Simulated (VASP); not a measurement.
Here is the system:

```
Ru3W
1.0
    3.81878     0.00000     0.00000
    0.00000     3.81878     0.00000
    0.00000     0.00000     3.81878
Ru W
3 1
Direct
  0.00000   0.50000   0.50000
  0.50000   0.50000   0.00000
  0.50000   0.00000   0.50000
  0.00000   0.00000   0.00000
```

Calculation: PBE GGA, VASP's PBE PAW potentials (set 64) (plane waves; VASP 6.6.1). Run with 300 eV cut-off, 6×6×6 Γ-centred mesh, Fermi-Dirac smearing of 0.10 eV, potentials Ru_pv W_sv.

At this cut-off the stress carries a Pulay error, which pulls relaxed volumes low.

Give the stress tensor in GPa (positive for a compressed cell).

```
9.89  0.00  0.00
0.00  9.89  0.00
0.00  0.00  9.89
```
The pressure is its mean diagonal, 9.89 GPa.

The structure was generated: Ru3W was put into an ordered model structure, which need not be its known phase. The cell was not relaxed at this level.
